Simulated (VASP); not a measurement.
Calculation: PBEsol GGA, VASP's PBE PAW potentials (set 64) (plane waves; VASP).

VASP input:

POSCAR:
```
C
1.0
  2.4603054312   0.0000000000   0.0000000000
 -1.2301527156   2.1306865110   0.0000000000
  0.0000000000   0.0000000000   7.1592988306
C
4
Cart
  0.0000000000   0.0000000000   5.3694741229
  0.0000000000   0.0000000000   1.7898247077
  1.2301539458   0.7102281268   5.3694741229
 -0.0000012302   1.4204583842   1.7898247077
```

### INCAR
```
# general
SYSTEM = C
PREC   = Normal
ENCUT  = 500
LREAL  = .FALSE.
LASPH  = .TRUE.

# electronic loop
EDIFF  = 1E-5
NELM   = 100   # most electronic steps
NELMIN = 4
ALGO   = Fast   # Davidson, then RMM-DIIS

# smearing
ISMEAR = 1
SIGMA  = 0.1   # width (eV)

# functional
GGA    = PS

# ions
IBRION = 2   # conjugate gradients
NSW    = 20   # most ionic steps
ISIF   = 2   # forces and stress, cell fixed
EDIFFG = -0.03

# output
LWAVE  = .FALSE.
LCHARG = .FALSE.
```

### KPOINTS
```
Automatic mesh
0
Gamma
19 19 6
0 0 0
```

POTCAR, in this order: C (PBE.64 set). Program: vasp_std.

### Question
What will the output report for the number of irreducible k-points (NKPTS), largest plane-wave count, number of space-group operations, FFT grid (NGX, NGY, NGZ)?

### Answer

number of irreducible k-points (NKPTS): 160
largest plane-wave count: 986
number of space-group operations: 24
FFT grid (NGX, NGY, NGZ): 14 × 14 × 40

The compound is C in the graphite structure. It was relaxed first, which changed the volume by +7 %.
